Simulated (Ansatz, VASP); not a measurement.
# Al2O3 (Corundum): VASP beside Ansatz

Wanted: the spread between two codes on one cell, functional and k mesh. The cell is taken from a series of runs on this material, whose earlier steps may have relaxed, scaled, displaced or heated it; both programs get it as it stands.

Program: Ansatz 0.2.0. Level of theory: plane waves, with VASP 6.6.1 beside it; G0W0 gap at HSE06 form with 35 % exact exchange, screening 0.2078 1/A with an exact-exchange share of 0.35. Results are calculated unless marked as measured.

**1. Starting point**

Symmetry: R-3c, No. 167, trigonal system. Conventional cell: a = 4.760 Å, b = 4.760 Å, c = 12.996 Å, α = 90.00°, β = 90.00°, γ = 120.00°. Nearest to Al lie 6 O at 1.85 to 1.97 Å. O has 4 Al at 1.85 to 1.97 Å nearest. Farther neighbours and most contacts between anions are not listed.

**2. Ansatz: G0W0 gap, HSE06 form with 35 % exact exchange, screening 0.2078 1/A with an exact-exchange share of 0.35**

Ansatz runs on its PAW soft_1 files.

Quasiparticle shifts depend on high empty states and on the cores, so they are the hardest test of two PAW sets.

input.yaml reads:

```yaml
crystal:
  lattice:
    - [2.38025, 1.3742379782, 4.3318666667]
    - [-2.38025, 1.3742379782, 4.3318666667]
    - [0.0, -2.7484759565, 4.3318666667]
  atoms:
    - { symbol: Al, position: [0.35216, 0.35216, 0.35216] }
    - { symbol: Al, position: [0.14784, 0.14784, 0.14784] }
    - { symbol: Al, position: [0.64784, 0.64784, 0.64784] }
    - { symbol: Al, position: [0.85216, 0.85216, 0.85216] }
    - { symbol: O, position: [0.55668, 0.94332, 0.25] }
    - { symbol: O, position: [0.25, 0.55668, 0.94332] }
    - { symbol: O, position: [0.94332, 0.25, 0.55668] }
    - { symbol: O, position: [0.44332, 0.05668, 0.75] }
    - { symbol: O, position: [0.75, 0.44332, 0.05668] }
    - { symbol: O, position: [0.05668, 0.75, 0.44332] }
kpoints:
  mp_grid: { grid: [4, 4, 4] }
hamiltonian:
  xc:
    exchange: pbe
    correlation: pbe
    exx: { coeff: 0.35, omega: 0.2078 }
  pseudopotentials: { kind: paw, azcp: { folder: soft_1 } }
scf:
  occupations: { method: fixed }
gw:
  n_empty_bands: 354
  ecut_chi: 150.0
  qp_bands: [v3, c3]
  qp_kpoints: band_edges
  screening: { model: contour_deformation }
```

Run with:

```bash
$ ansatz run input.yaml --threads 4 --pin off --max-ram 138240MiB --backend cuda --events-out ev --progress --plain --runs-dir out --devices 1 --max-vram 26GiB
```

Numbers of over 12 decimals in the logs are rounded to 6 here.

Output:

```text
GPUs: using 1 of 1 available (devices: 1).
Engine: ansatz 0.2.0, x86_64-unknown-linux-gnu
Pseudopotentials: kind: paw
Pseudopotential: Al, paw, valence charge 3, recommended cutoff 420 eV (normal), soft_1/Al.paw.azcp
Pseudopotential: O, paw, valence charge 6, recommended cutoff 420 eV (normal), soft_1/O.paw.azcp
Functional definition: unnamed
  parameter a_1 = 0.35
  parameter omega_1 = 0.2078/angstrom
  exchange = pbe_x + (-a_1)*pbe_x_sr(omega_1) + a_1*exact_x_sr(omega_1)
  correlation = pbe_c
davidson cushion auto → on  (no smearing: the cushion is to keep the highest requested band from converging to the state above it; pin scf.eigensolver.cushion to override)
device memory: the entry about to start is reckoned to put 2.1 GiB on a device that reports 69.5 GiB free (of which the cap on the GPU budget leaves the run 26.0 GiB)
GPU FFT provider: cuFFT
GPU libraries: cuBLAS 13.8.2, cuFFT 12.4.0, cuSOLVER 12.3.4
Crystal: 10 atoms, lattice volume = 85.018 Å³
Basis set: ecut = 420 eV, 1653 PW (Γ)
Bands: 34, of which v1, the nominal top of the filled ones, is band 24 counted from 1 (23 counted from 0)
Symmetry: 12 space group operations
Space group: R-3c (ITA 167), of the structure as read, at distance tolerance 4.4e-5 Å
k-points: 13 of 64
Non-local potential: Al, projectors of the file, l = 0: 2, l = 1: 2, l = 2: 1
Non-local potential: O, projectors of the file, l = 0: 2, l = 1: 2, l = 2: 1
PAW form: soft (Blöchl's): semilocal exchange-correlation on the pseudo side does not see the compensation charge
PAW frozen core: Al, regenerated for the run's functional, and the local potential with it (the file was generated under x = pbe(κ = 0.804, μ = 0.219515), c = pbe(β = 0.066725))
PAW frozen core: O, regenerated for the run's functional, and the local potential with it (the file was generated under x = pbe(κ = 0.804, μ = 0.219515), c = pbe(β = 0.066725))
PAW one-centre angular grid: Al, 110 points (default); XC on 64 Gauss nodes
PAW one-centre angular grid: O, 110 points (default); XC on 96 Gauss nodes
Initial density: superposition of atomic densities (chi_scale 0.1, normalization cell, long waves kept (reshape's long-wave potential 0.00 eV rms))
Initial wavefunctions: pseudopotential atomic-orbital guess
GPU buffer pool allocated for 46656 grid points (all kernels)
GPU transforms: local potential and band sums: pruned to the plane-wave sphere, on 36×36×36
Functional: x = pbe(κ = 0.804, μ = 0.219515), c = pbe(β = 0.066725), warm-up for x = pbe(κ = 0.804, μ = 0.219515) + 0.35 (exact − pbe) at short range (hse, ω = 0.2078 Å⁻¹), c = pbe(β = 0.066725)
SCF iter   1: F=—  HF=-5573.279684 eV  |F-HF|=—  |Δ(HF+E_count)|=         —  Δρ=1.32e-1  dr2=1.38e1  ethr=1.00e-1  ⟨swp⟩=5.2  Hψ=1597  notcnv=0
preconditioner: auto → none  [insulator: Δε(μ)=7.233 eV  Ē_g=18.529 eV  n_scr=20 (ndim 8)  ℏωp=27.9 eV  f_vac=0.000]
SCF iter   2: F=—  HF=-5569.994169 eV  |F-HF|=—  |Δ(HF+E_count)|=    3.29e0  Δρ=6.81e-2  dr2=1.62e0  ethr=2.88e-2  ⟨swp⟩=3.6  Hψ=1241  notcnv=0
SCF iter   3: F=—  HF=-5569.581055 eV  |F-HF|=—  |Δ(HF+E_count)|=   4.13e-1  Δρ=2.11e-2  dr2=1.69e-1  ethr=3.37e-3  ⟨swp⟩=3.3  Hψ=1139  notcnv=0  defer=2
iter 4 solved again at ethr=5.23e-6 eV; its pass at ethr=3.52e-4 eV (dr2=2.51e-3 eV) is discarded
SCF iter   4: F=-5569.600982 eV  HF=-5569.602289 eV  |F-HF|=1.31e-3  |Δ(HF+E_count)|=   2.12e-2  Δρ=1.83e-3  dr2=2.53e-3  ethr=5.23e-6  ⟨swp⟩=4.8  Hψ=2519  notcnv=0
SCF 1 stopped early in 4 iterations: F = -5569.600982 eV  dr2 = 2.53e-3
  greatest PAW one-centre occupation: 0.858 electrons in one spin orbital (limit 2), on the O atom at site 9 (counted from 0), in its partial waves of l = 0
device memory: the entry about to start is reckoned to put 2.5 GiB on a device that reports 69.5 GiB free (of which the cap on the GPU budget leaves the run 26.0 GiB)
GPU FFT provider: cuFFT
GPU libraries: cuBLAS 13.8.2, cuFFT 12.4.0, cuSOLVER 12.3.4
Initial density: handed on by an earlier stage of this run
Initial wavefunctions: those handed on with the density
GPU buffer pool allocated for 46656 grid points (all kernels)
GPU transforms: local potential and band sums: pruned to the plane-wave sphere, on 36×36×36
Functional: x = pbe(κ = 0.804, μ = 0.219515) + 0.35 (exact − pbe) at short range (hse, ω = 0.2078 Å⁻¹), c = pbe(β = 0.066725)
Exchange kernel: α = 0.3500, screened, ω = 0.2078 Å⁻¹, Wigner–Seitz truncation, v(0) = 1044.1212 eV·Å³, q-mesh 4×4×4, nearest image of the exchange supercell L = 19.04 Å, pair-density grid 24×24×24, without the augmentation charges, whose exchange is taken in its separable form by FFT convolution over the k-point mesh (sized by the pseudopotential files, 27×27×32 at the most), smooth part of the exact exchange by density-matrix convolution in up to 1.60 GiB of GPU memory as planned if the GPU has room (build and FFT work areas not counted)
Frozen-core exchange: fock
[...]
Harris-Foulkes:  -5571.719397 eV  (|F-HF|=3.68e-9)
Internal energy: -5571.719397 eV  (E = F + TS)
E sigma→0 (E₀):  -5571.719397 eV
Fermi energy:    5.907905 eV
--- Per-component energies (eV) ---
  E_band       = -56.711021
  E_kinetic    = 1151.564296
  E_local      = -1962.331705  (includes V_loc(G=0)·N_el)
  E_nonlocal   = 339.045484
  E_hartree    = 751.256992
  E_xc         = -431.846421
  E_vxc        = -490.118228  (∫ρ·V_xc dr)
  E_exx        = -191.249092  (= α·E_x^exact, valence–valence)
  E_paw        = -2829.960264  (= ΣΔE_a)
  E_vpaw       = -214.889098  (= ΣTr[D̂ρ^β])
  E_aug_tail   = 0.004669  (compensation charges beyond the density's cutoff)
  E_ewald      = -2397.730569
  E_core_change = -0.472786  (= ΣΔE_core)
  E_smearing   = -0.000000  (= −TS)
  E_closure    = 0.000000  (closes the sum)
  Σ components = -5571.719397   (vs F -5571.719397, Δ=0.00e0)
--- Band table (eV; the first three rows and the last of 13) ---
  k-point 0: bands = [... 20 lower, 5.2749, 5.8432, 5.8432, 5.9079, 14.7601, 17.7532, 19.6215, 20.3119, ... 2 higher]
  k-point 1: bands = [... 20 lower, 4.9995, 5.3623, 5.7065, 5.7618, 16.0746, 18.8097, 18.8411, 19.5017, ... 2 higher]
  k-point 2: bands = [... 20 lower, 4.8354, 4.8354, 5.5545, 5.5545, 18.1617, 18.1617, 18.3897, 18.3897, ... 2 higher]
  k-point 12: bands = [... 20 lower, 5.4542, 5.4542, 5.4542, 5.4542, 17.3382, 17.3382, 19.7987, 19.7987, ... 2 higher]
  guard bands above this table: 4 of the run's 34 bands. The solve was not asked for them (output.publish_guard_bands: true or output.eigenvalues: true publishes all)
--- G₀W₀: contour deformation, 5 samples at zero and on the imaginary axis and 2 off it, 64 q-points, 354 empty bands' worth ---
  eigenvalues of the whole cell's RPA ε∞ on this k-mesh (on a slab, of 1 + 4πα/V) = 2.5826, 2.5989, 2.5989; static W/v taken at q = 0 is 0.385544
  bands read: the sum over 378 bands ends inside a degenerate multiplet in 2 slots, whose members it reads at an even weight; the widest, k=12: bands 377 to 380 (counted from 1) at 2/4 each
  gw.qp_kpoints: band_edges: 11 of 13 stored k-points solved, in 1 pass; an edge of the gap read off the rows below is read off those points alone
    valence top: of the k-points left out ik 10 came nearest to being solved in a further pass, in band 24 (counted from 1, as in the quasiparticle table): it holds the edge there only if its correction is more favourable than any solved in that band by at least 0.588 eV; those differ by 0.049 eV
    conduction bottom: of the k-points left out ik 10 came nearest to being solved in a further pass, in band 25 (counted from 1, as in the quasiparticle table): it holds the edge there only if its correction is more favourable than any solved in that band by at least 2.811 eV; those differ by 0.269 eV
    ik  band        ε_KS         Σx   Σc(E_QP)       V_xc       Z   E_QP_lin       E_QP  E_QP is
     0    22      5.8432   -26.9974     3.6253   -23.1620  0.8409     5.6330     5.6332  root
     0    23      5.8432   -26.9974     3.6253   -23.1620  0.8409     5.6330     5.6332  root
     0    24      5.9079   -26.9568     3.5890   -23.1671  0.8414     5.7071     5.7073  root
     0    25     14.7601   -10.7898    -3.6845   -15.4093  0.8773    15.6978    15.6951  root
     0    26     17.7532    -7.5465    -3.9977   -12.3731  0.8818    18.5844    18.5821  root
     0    27     19.6215    -9.5828    -4.1668   -14.8844  0.8747    20.7611    20.7562  root
     1    22      5.3623   -26.5807     3.7283   -22.6015  0.8388     5.1111     5.1114  root
     1    23      5.7065   -26.8373     3.6614   -22.9503  0.8402     5.4806     5.4809  root
     1    24      5.7618   -26.8380     3.6382   -22.9829  0.8405     5.5447     5.5449  root
     1    25     16.0746   -11.2295    -3.7334   -15.9633  0.8723    17.0782    17.0749  root
     1    26     18.8097    -8.9004    -4.0815   -13.9933  0.8773    19.8248    19.8211  root
     1    27     18.8411    -8.1272    -4.0565   -13.0867  0.8765    19.7471    19.7441  root
     2    22      4.8354   -26.2092     3.7942   -22.1154  0.8375     4.5354     4.5358  root
     2    23      5.5545   -26.6484     3.7059   -22.7023  0.8393     5.3140     5.3143  root
     2    24      5.5545   -26.6484     3.7059   -22.7023  0.8393     5.3140     5.3143  root
     2    25     18.1617    -8.7556    -3.9556   -13.6019  0.8745    19.0552    19.0524  root
     2    26     18.1617    -8.7556    -3.9556   -13.6019  0.8745    19.0552    19.0524  root
     2    27     18.3897    -9.8924    -4.0745   -15.0086  0.8734    19.4353    19.4314  root
     3    22      5.1759   -26.4142     3.7838   -22.3627  0.8377     4.9078     4.9082  root
     3    23      5.6017   -26.7353     3.6360   -22.8679  0.8406     5.3701     5.3704  root
     3    24      5.6923   -26.8515     3.6609   -22.9629  0.8403     5.4645     5.4648  root
     3    25     16.3554   -11.1926    -3.7564   -15.9539  0.8715    17.3637    17.3603  root
     3    26     18.8581    -8.0730    -4.0428   -13.0028  0.8757    19.7480    19.7451  root
     3    27     18.8838    -9.0064    -4.0863   -14.1163  0.8769    19.9113    19.9075  root
[...]
9    26     18.3012   -11.0131    -4.0339   -16.1297  0.8671    19.3883    19.3839  root
     9    27     18.4081    -6.8553    -3.9715   -11.6164  0.8813    19.2000    19.1978  root
    12    22      5.4542   -26.7620     3.6858   -22.8326  0.8398     5.2104     5.2107  root
    12    23      5.4542   -26.7620     3.6858   -22.8326  0.8398     5.2104     5.2107  root
    12    24      5.4542   -26.7620     3.6858   -22.8326  0.8398     5.2104     5.2107  root
    12    25     17.3382    -9.7917    -3.9110   -14.6430  0.8731    18.2816    18.2785  root
    12    26     17.3382    -9.7917    -3.9110   -14.6430  0.8731    18.2816    18.2785  root
    12    27     19.7987    -6.8457    -4.1330   -11.8185  0.8824    20.6411    20.6385  root
```

[end of part 1 of 2]

[Lines on the potential files, build, host, timing and source positions are cut from VASP's logs without a mark.]

[Logs are printed without paths, hosts, clocks, repeated set-up lines and the standing remarks that a program may print on its own settings, such as how far it seeks lower states.]

[Hosts, paths, dates, database ids (printed as entryN), source tags and the programs' standing remarks are cut or masked in the printed files.]
